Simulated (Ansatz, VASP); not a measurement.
## Cross-check of PtC between VASP and Ansatz

Wanted: the spread between two codes on one cell, functional and k mesh. The cell is generated by rule, not measured, and may not be a known phase. The cell is taken from a series of runs on this material, whose earlier steps may have relaxed, scaled, displaced or heated it; both programs get it as it stands.

Calculated with Ansatz 0.2.0; plane waves, with VASP 6.6.1 beside it; PBEsol.

The structure was built from a prototype and need not be the compound's stable phase.

### Step 1. The starting structure

Symmetry: Cmcm, No. 63, orthorhombic system. Conventional cell: a = 4.417 Å, b = 4.417 Å, c = 8.833 Å, α = 90.00°, β = 90.00°, γ = 90.00°. Nearest to Pt lie 6 C at 2.21 to 2.25 Å. Nearest to Pt lie 1 C at 1.73 Å. C has 1 Pt at 1.73 Å nearest. Nearest to C lie 6 Pt at 2.21 Å. Farther neighbours are not listed.

### Step 2. VASP: single point, PBEsol, pair 1

With cell and atoms fixed, the geometry can't cause a difference; cores, projectors, grids and the points listed under the comparison can.

Lines of VASP's logs that name or quote its potential files are left out, and so is its time.

INCAR

```
SYSTEM = PtC
PREC = Accurate
ENCUT = 600
EDIFF = 1E-06
NELM = 120
ISMEAR = 1
SIGMA = 0.2
LREAL = .FALSE.
ALGO = Normal
GGA = PS
NBANDS = 36
LASPH = .TRUE.
LORBIT = 11
LWAVE = .FALSE.
LCHARG = .FALSE.
ISIF = 2
GGA_COMPAT = .FALSE.
KPAR = 2
```

POSCAR

```
PtC
1.0
    0.0000000000     -2.2083183167     -2.2083183167
    0.0000000000      2.2083183167     -2.2083183167
    8.8332732670      0.0000000000      0.0000000000
Pt C
4 4
Direct
    0.5000000000      0.5000000000      0.7500000000
    0.5000000000      0.5000000000      0.2500000000
    0.9945918107      0.0054081893      0.5000000000
    0.0054081893      0.9945918107      0.0000000000
    0.3981125147      0.6018874853      0.0000000000
    0.6018874853      0.3981125147      0.5000000000
    0.0000000000      0.0000000000      0.7500000000
    0.0000000000      0.0000000000      0.2500000000
```

KPOINTS

```
Automatic mesh
0
Gamma
12 12 4
0 0 0
```

The projector-augmented-wave data sets are Pt and C (PBE family, release 64).

Command:

```
$ mpirun -np 2 vasp_std
```

Numbers of over 12 decimals in the logs are rounded to 6 here.

The log of the run:

```text
[banner, memory and clock lines left out]
running    2 mpi-ranks, on    1 nodes
 distrk:  each k-point on    1 cores,    2 groups
 distr:  one band on    1 cores,    1 groups

 POSCAR found type information on POSCAR PtC
 POSCAR found :  2 types and       8 ions
|                                                                             |
|               ----> ADVICE to this user running VASP <----                  |
|                                                                             |
|     You enforced a specific xc type in the INCAR file but a different       |
|     [... a line on the potential file left out ...]
|     I HOPE YOU KNOW WHAT YOU ARE DOING!                                     |
|                                                                             |

 LDA part: xc-table for (Slater+PW92), standard interpolation
 POSCAR, INCAR and KPOINTS ok, starting setup
 FFT: planning ... GRIDC
 FFT: planning ... GRID_SOFT
 FFT: planning ... GRID
 WAVECAR not read
 entering main loop
       N       E                     dE             d eps       ncg     rms          rms(c)
DAV:   1     0.364412924432E+03    0.36441E+03   -0.31416E+04  9296   0.169E+03
DAV:   2    -0.374742312726E+02   -0.40189E+03   -0.38681E+03 10452   0.347E+02
DAV:   3    -0.610124361749E+02   -0.23538E+02   -0.22674E+02 11128   0.762E+01
DAV:   4    -0.616010584429E+02   -0.58862E+00   -0.58504E+00 10524   0.123E+01
DAV:   5    -0.616124780624E+02   -0.11420E-01   -0.11413E-01 11116   0.160E+00    0.506E+01
DAV:   6    -0.547954245103E+02    0.68171E+01   -0.38748E+01 10408   0.400E+01    0.228E+01
DAV:   7    -0.542354024092E+02    0.56002E+00   -0.82104E+00  9752   0.203E+01    0.128E+01
DAV:   8    -0.540626696347E+02    0.17273E+00   -0.19182E+00 10212   0.104E+01    0.495E+00
DAV:   9    -0.539269817842E+02    0.13569E+00   -0.55459E-01 10100   0.594E+00    0.945E-01
DAV:  10    -0.539230214795E+02    0.39603E-02   -0.50952E-02  9972   0.142E+00    0.342E-01
DAV:  11    -0.539226572135E+02    0.36427E-03   -0.33850E-03 10648   0.338E-01    0.165E-01
DAV:  12    -0.539227011282E+02   -0.43915E-04   -0.11455E-03 10260   0.186E-01    0.830E-02
DAV:  13    -0.539226418067E+02    0.59322E-04   -0.18705E-04  9960   0.882E-02    0.226E-02
DAV:  14    -0.539226411918E+02    0.61484E-06   -0.29130E-05 10528   0.270E-02    0.748E-03
DAV:  15    -0.539226408629E+02    0.32890E-06   -0.11917E-06  5488   0.671E-03
   1 F= -.53922641E+02 E0= -.53921448E+02  d E =-.357801E-02
```

From OUTCAR (step 2):

```text
ion  position               nearest neighbor table
   1  0.500  0.500  0.750-   7 2.21   7 2.21   7 2.21   7 2.21   5 2.25   6 2.25   3 3.11   4 3.11
                             3 3.12   3 3.12   4 3.12   4 3.12   3 3.14   4 3.14
   2  0.500  0.500  0.250-   8 2.21   8 2.21   8 2.21   8 2.21   5 2.25   6 2.25   3 3.11   4 3.11
                             3 3.12   3 3.12   4 3.12   4 3.12   3 3.14   4 3.14
   3  0.995  0.005  0.500-   6 1.73   7 2.21   8 2.21   6 2.26   6 2.26   6 2.68   1 3.11   2 3.11
                             1 3.12   1 3.12   2 3.12   2 3.12   2 3.14   1 3.14
   4  0.005  0.995  0.000-   5 1.73   7 2.21   8 2.21   5 2.26   5 2.26   5 2.68   2 3.11   1 3.11
                             1 3.12   1 3.12   2 3.12   2 3.12   1 3.14   2 3.14
   5  0.398  0.602  0.000-   4 1.73   2 2.25   1 2.25   4 2.26   4 2.26   4 2.68
   6  0.602  0.398  0.500-   3 1.73   2 2.25   1 2.25   3 2.26   3 2.26   3 2.68
   7  0.000  0.000  0.750-   1 2.21   1 2.21   1 2.21   1 2.21   4 2.21   3 2.21
   8  0.000  0.000  0.250-   2 2.21   2 2.21   2 2.21   2 2.21   4 2.21   3 2.21

  LATTYP: Found a simple tetragonal cell.
 ALAT       =     3.1230337135
 C/A-ratio  =     2.8284271248

 Subroutine GETGRP returns: Found  8 space group operations
 (whereof  4 operations were pure point group operations)

The static configuration has the point symmetry C_2v.
 The point group associated with its full space group is D_2h.

 Found    129 irreducible k-points:

   k-points           NKPTS =    129   k-points in BZ     NKDIM =    129   number of bands    NBANDS=     36

   dimension x,y,z NGX =    28 NGY =   28 NGZ =   72
   dimension x,y,z NGXF=    56 NGYF=   56 NGZF=  144

   ENCUT  =  600.0 eV  44.10 Ry    6.64 a.u.   6.24  6.24 17.64*2*pi/ulx,y,z

   NELECT =      56.0000    total number of electrons

 k-points in reciprocal lattice and weights: Automatic mesh
   0.00000000  0.00000000  0.00000000       0.002
   0.08333333  0.00000000  0.00000000       0.007
   0.16666667  0.00000000  0.00000000       0.007
   0.25000000  0.00000000  0.00000000       0.007
   0.33333333  0.00000000  0.00000000       0.007
   0.41666667  0.00000000  0.00000000       0.007
   0.50000000  0.00000000  0.00000000       0.003
   0.08333333  0.08333333  0.00000000       0.003
  -0.08333333  0.08333333  0.00000000       0.003
[...]
0.50000000  0.41666667  0.50000000       0.007
   0.50000000  0.50000000  0.50000000       0.002

 average (electrostatic) potential at core
       1 -63.5830       2 -63.5830       3 -64.2538       4 -64.2538       5 -45.5226
       6 -45.5226       7 -44.9596       8 -44.9596

 E-fermi :  11.1394

 k-point     1 :       0.0000    0.0000    0.0000
  band No.  band energies     occupation
    ...
     23       8.9368      2.00000
     24       9.1540      2.00000
     25       9.5093      2.00000
     26       9.5396      2.00000
     27      10.8114      2.04245
     28      11.3052      0.00564
     29      11.5295     -0.01869
     30      11.8681     -0.00000
     31      11.9045     -0.00000
     32      11.9996     -0.00000
    ...

 k-point     2 :       0.0833    0.0000    0.0000
  band No.  band energies     occupation
    ...
     23       8.9685      2.00000
     24       9.2260      2.00000
     25       9.2523      2.00000
     26      10.2770      2.00000
     27      10.7328      2.01436
     28      11.3027      0.01168
     29      11.3206     -0.02484
     30      11.6365     -0.00247
     31      11.7075     -0.00044
     32      12.1003     -0.00000
    ...

 k-point     3 :       0.1667    0.0000    0.0000
  band No.  band energies     occupation
    ...
     23       8.6806      2.00000
     24       8.8691      2.00000
     25       9.6582      2.00000
     26      10.3068      2.00000
     27      10.5545      2.00028
     28      11.2741      0.09928
     29      11.4739     -0.03950
     30      11.7799     -0.00006
     31      12.0626     -0.00000
     32      12.5947     -0.00000
    ...

  Total        1.8240740     26.3349291      0.9173711      0.0000000      0.0000000      0.0000000
  in kB       33.9217322    489.7424212     17.0600633      0.0000000      0.0000000      0.0000000
  external PRESSURE =     180.2414056 kB  Pullay stress =       0.0000000 kB

  energy-cutoff  :      600.00
  volume of cell :       86.15
      direct lattice vectors                 reciprocal lattice vectors
     0.000000000 -2.208318317 -2.208318317     0.000000000 -0.226416634 -0.226416634
     0.000000000  2.208318317 -2.208318317     0.000000000  0.226416634 -0.226416634
     8.833273267  0.000000000  0.000000000     0.113208317  0.000000000  0.000000000

 POSITION                                       TOTAL-FORCE (eV/Angst)
 -----------------------------------------------------------------------------------
      6.62495      0.00000     -2.20832        -0.000000     -0.000000     -0.000000
      2.20832      0.00000     -2.20832        -0.000000     -0.000000      0.000000
      4.41664     -2.18443     -2.20832        -0.000000     -6.674637     -0.000000
      0.00000      2.18443     -2.20832        -0.000000      6.674637     -0.000000
      0.00000      0.45000     -2.20832        -0.000000     -7.030732     -0.000000
      4.41664     -0.45000     -2.20832        -0.000000      7.030732     -0.000000
      6.62495      0.00000      0.00000         0.000000     -0.000000     -0.000000
      2.20832      0.00000      0.00000         0.000000     -0.000000     -0.000000
 -----------------------------------------------------------------------------------
    total drift:                                0.000000      0.000000     -0.000000

  FREE ENERGIE OF THE ION-ELECTRON SYSTEM (eV)
  ---------------------------------------------------
  free  energy   TOTEN  =       -53.9226408629 eV

  energy  without entropy=      -53.9190628535  energy(sigma->0) =      -53.92144819

 total charge
# of ion       s       p       d       tot
------------------------------------------
    1        0.675   0.665   8.094   9.434
    2        0.675   0.665   8.094   9.434
    3        0.812   0.735   8.256   9.804
    4        0.812   0.735   8.256   9.804
    5        0.878   1.462   0.000   2.340
    6        0.878   1.462   0.000   2.340
    7        0.845   1.399   0.000   2.244
    8        0.845   1.399   0.000   2.244
--------------------------------------------------
tot          6.421   8.524  32.699  47.644

[... 3 further parts left out ...]
```

The run ends at a pressure of 18.02 GPa, with forces up to 7.0 eV/Å.

### Step 3. Ansatz: single point, PBEsol, pair 1

Ansatz runs on its default PAW (the set named soft_2) files.

The same cell, functional, mesh and smearing now go to Ansatz, which takes its cutoff from its data sets.

input.yaml

```yaml
crystal:
  lattice:
    - [0.0, -2.2083183167, -2.2083183167]
    - [0.0, 2.2083183167, -2.2083183167]
    - [8.833273267, 0.0, 0.0]
  atoms:
    - { symbol: Pt, position: [0.5, 0.5, 0.75] }
    - { symbol: Pt, position: [0.5, 0.5, 0.25] }
    - { symbol: Pt, position: [-0.0054081893, 0.0054081893, 0.5] }
    - { symbol: Pt, position: [0.0054081893, -0.0054081893, 0.0] }
    - { symbol: C, position: [0.3981125147, 0.6018874853, 0.0] }
    - { symbol: C, position: [0.6018874853, 0.3981125147, 0.5] }
    - { symbol: C, position: [0.0, 0.0, 0.75] }
    - { symbol: C, position: [0.0, 0.0, 0.25] }
kpoints:
  mp_grid: { grid: [12, 12, 4] }
hamiltonian:
  xc: pbesol
scf:
  occupations: { method: methfessel_paxton, width: 0.2 }
output:
  forces: true
  stress: true
  eigenvalues: true
```

Command:

```
$ ansatz run input.yaml --threads 4 --pin off --max-ram 7168MiB --backend cpu --events-out ev --progress --plain --runs-dir out
```

The log of the run:

```text
Engine: ansatz 0.2.0, aarch64-unknown-linux-gnu
Pseudopotentials: kind: paw
Pseudopotential: Pt, paw, valence charge 18, recommended cutoff 420 eV (normal), Pt.paw.azcp
Pseudopotential: C, paw, valence charge 4, recommended cutoff 420 eV (normal), C.paw.azcp
Functional definition: PBEsol
  exchange = pbesol_x
  correlation = pbesol_c
Crystal: 8 atoms, lattice volume = 86.154 Å³
Basis set: ecut = 420 eV, 1717 PW (Γ), exchange–correlation on 48×48×120 points (8 copies of the dense FFT grid, shifted against one another)
Bands: 53, of which v1, the nominal top of the filled ones, is band 44 counted from 1 (43 counted from 0)
Symmetry: 8 space group operations
Space group: Cmcm (ITA 63), of the structure as read, at distance tolerance 4.4e-5 Å
k-points: 129 of 576
Non-local potential: Pt, projectors of the file, l = 0: 3, l = 1: 2, l = 2: 2, l = 3: 1
Non-local potential: C, projectors of the file, l = 0: 2, l = 1: 2, l = 2: 1
PAW form: soft (Blöchl's): semilocal exchange-correlation on the pseudo side does not see the compensation charge
PAW frozen core: Pt, regenerated for the run's functional, and the local potential with it (the file was generated under x = pbe(κ = 0.804, μ = 0.219515), c = pbe(β = 0.066725))
PAW frozen core: C, regenerated for the run's functional, and the local potential with it (the file was generated under x = pbe(κ = 0.804, μ = 0.219515), c = pbe(β = 0.066725))
PAW one-centre angular grid: Pt, 590 points (default); XC on 64 Gauss nodes
PAW one-centre angular grid: C, 110 points (default); XC on 64 Gauss nodes
Initial density: superposition of atomic densities (neutral atoms: chi_scale 0, normalization atom), corrected by the library's trained network
Initial wavefunctions: pseudopotential atomic-orbital guess
Functional: x = pbesol(κ = 0.804, μ = 0.123457), c = pbesol(β = 0.046)
SCF iter   1: F=—  HF=-50509.589886 eV  |F-HF|=—  |Δ(HF+E_count)|=         —  Δρ=9.61e-3  dr2=4.45e-2  ethr=1.77e-3  ⟨swp⟩=5.2  Hψ=23678  notcnv=0
preconditioner: auto → Kerker (q_TF=auto, 2.738 Å⁻¹)  [metal: Δε(μ)=0.001 eV  Ē_g=8.655 eV  σ=0.200 eV  W_gap=0.00  n_scr=26 (ndim 8)  ℏωp=29.9 eV  f_vac=0.000  D(μ)=3.62/eV (n_scr^D=26)]
SCF iter   2: F=—  HF=-50509.580018 eV  |F-HF|=—  |Δ(HF+E_count)|=   9.87e-3  S|Δr|=    0.00e0  Δρ=5.04e-3  dr2=1.20e-2  ethr=5.06e-5  ⟨swp⟩=1.8  Hψ=8943  notcnv=0
SCF iter   3: F=—  HF=-50509.576261 eV  |F-HF|=—  |Δ(HF+E_count)|=   3.76e-3  S|Δr|=    0.00e0  Δρ=6.26e-4  dr2=2.75e-4  ethr=1.36e-5  ⟨swp⟩=2.1  Hψ=9980  notcnv=0
SCF iter   4: F=—  HF=-50509.576209 eV  |F-HF|=—  |Δ(HF+E_count)|=   5.18e-5  S|Δr|=    0.00e0  Δρ=1.27e-4  dr2=1.41e-5  ethr=3.13e-7  ⟨swp⟩=2.2  Hψ=9954  notcnv=0
SCF iter   5: F=—  HF=-50509.576182 eV  |F-HF|=—  |Δ(HF+E_count)|=   2.76e-5  S|Δr|=    0.00e0  Δρ=2.91e-5  dr2=6.66e-7  ethr=1.60e-8  ⟨swp⟩=2.5  Hψ=10866  notcnv=0
SCF iter   6: F=-50509.576182 eV  HF=-50509.576182 eV  |F-HF|=2.82e-8  |Δ(HF+E_count)|=   5.78e-8  S|Δr|=    0.00e0  Δρ=6.10e-6  dr2=3.93e-8  ethr=1.14e-10  ⟨swp⟩=8.2  Hψ=25712  notcnv=0
SCF 1 converged in 6 iterations: F = -50509.576182 eV  dr2 = 3.93e-8
  greatest PAW one-centre occupation: 1.000 electrons in one spin orbital (limit 2), on the Pt atom at site 3 (counted from 0), in its partial waves of l = 0
SCF converged after 6 iterations
Stability not checked: this state was not tested for a lower state beside it, because cold or Methfessel-Paxton smearing, or corrected tetrahedra, fill the levels in a way that the test cannot read (fill_not_monotonic; see scf.lower_state_search)
Free energy (F): -50509.576182 eV
Harris-Foulkes:  -50509.576182 eV  (|F-HF|=2.82e-8)
Internal energy: -50509.572275 eV  (E = F + TS)
E sigma→0 (E₀):  -50509.575205 eV
Entropy (-TS):   -0.003906 eV (-0.488 meV/atom)
Fermi energy:    20.552885 eV
--- Per-component energies (eV) ---
  E_band       = -609.504991
  E_kinetic    = 2908.599885
  E_local      = -6859.425453  (includes V_loc(G=0)·N_el)
  E_nonlocal   = 921.732478
  E_hartree    = 2530.438866
  E_xc         = -1233.121312
  E_vxc        = -1448.266486  (∫ρ·V_xc dr)
  E_paw        = -37646.831274  (= ΣΔE_a)
  E_vpaw       = -1193.015071  (= ΣTr[D̂ρ^β])
  E_aug_tail   = 0.000924  (compensation charges beyond the density's cutoff)
  E_ewald      = -11132.198716
  E_core_change = 1.232327  (= ΣΔE_core)
  E_smearing   = -0.003906  (= −TS)
  E_closure    = -0.000000  (closes the sum)
  Σ components = -50509.576182   (vs F -50509.576182, Δ=0.00e0)
--- Forces (eV/Å), atoms counted from 1 ---
  atom   1  Pt     0.00000000     0.00000000    -0.00000000
  atom   2  Pt    -0.00000000     0.00000000    -0.00000000
  atom   3  Pt     0.00000000    -6.43846280     0.00000000
  atom   4  Pt     0.00000000     6.43846280     0.00000000
  atom   5  C      0.00000000    -6.80690109     0.00000000
  atom   6  C      0.00000000     6.80690109     0.00000000
  atom   7  C      0.00000000     0.00000000     0.00000000
  atom   8  C      0.00000000     0.00000000    -0.00000000
  max |Σ_I F_I| component: 1.02e-28 eV/Å
--- Stress (GPa, compression-positive) ---
        3.234873       0.000000       0.000000
        0.000000      47.706453       0.000000
        0.000000       0.000000       1.632034
  P = ⅓ Tr σ = 17.5245 GPa (175.245 kbar)
--- Band table (eV; the first three rows and the last of 129) ---
  k-point 0: bands = [... 40 lower, 18.9158, 18.9529, 20.2167, 20.7047, 20.9365, 21.3089, 21.3232, 21.4043, ... 5 higher]
  k-point 1: bands = [... 40 lower, 19.3906, 19.4725, 20.2399, 20.5438, 20.9383, 21.2825, 21.4993, 21.9192, ... 5 higher]
  k-point 2: bands = [... 40 lower, 19.9496, 19.9496, 20.0996, 20.0996, 21.1197, 21.1197, 21.7355, 21.7355, ... 5 higher]
  k-point 128: bands = [... 40 lower, 18.7930, 18.7930, 18.8570, 18.8570, 19.8756, 19.8756, 20.5165, 20.5165, ... 5 higher]
```

The run ends at a pressure of 17.52 GPa, with forces up to 6.8 eV/Å.

### Step 4. Side by side

Known differences besides the potentials themselves: the data sets hold 88 valence electrons in Ansatz (on its default PAW (the set named soft_2) files) and 56 in VASP; the cutoff is 420 eV in Ansatz and 600 eV in VASP; Ansatz makes its cores anew for this functional, VASP keeps those of its PBE data sets. Total energies have different zeros and are not compared.

The two programs side by side:

| quantity | Ansatz | VASP | difference |
| --- | --- | --- | --- |
| pressure (GPa) | 17.52 | 18.02 | -0.50 |

Forces (eV/Å; atoms numbered as in POSCAR):

| atom | Ansatz x, y, z | VASP x, y, z |
| --- | --- | --- |
| Pt1 | 0.000, 0.000, 0.000 | 0.000, 0.000, 0.000 |
| Pt2 | 0.000, 0.000, 0.000 | 0.000, 0.000, 0.000 |
| Pt3 | 0.000, -6.438, 0.000 | 0.000, -6.675, 0.000 |
| Pt4 | 0.000, 6.438, 0.000 | 0.000, 6.675, 0.000 |
| C5 | 0.000, -6.807, 0.000 | 0.000, -7.031, 0.000 |
| C6 | 0.000, 6.807, 0.000 | 0.000, 7.031, 0.000 |
| C7 | 0.000, 0.000, 0.000 | 0.000, 0.000, 0.000 |
| C8 | 0.000, 0.000, 0.000 | 0.000, 0.000, 0.000 |

The forces differ by 94 meV/Å r.m.s., which is 3.4 % of the r.m.s. force of 2.799 eV/Å (both taken over all components).

### Step 5. What the set-up changes

Further runs change the set-up of one program: Ansatz's method, potentials or start, or VASP's data sets, cutoff or form of LDA. The table gives Ansatz less VASP for each quantity, since a change that brings one quantity closer may part another.

| run | r.m.s. force difference (meV/Å) | pressure (GPa) |
| --- | --- | --- |
| as above | 94 | -0.50 |
| VASP with the data sets Pt_sv_GW and C | 37 | 0.49 |

[end of part 1 of 2]

[Lines on the potential files, build, host, timing and source positions are cut from VASP's logs without a mark.]

[Logs are printed without paths, hosts, clocks, repeated set-up lines and the standing remarks that a program may print on its own settings, such as how far it seeks lower states.]

[Hosts, paths, dates, database ids (printed as entryN), source tags and the programs' standing remarks are cut or masked in the printed files.]
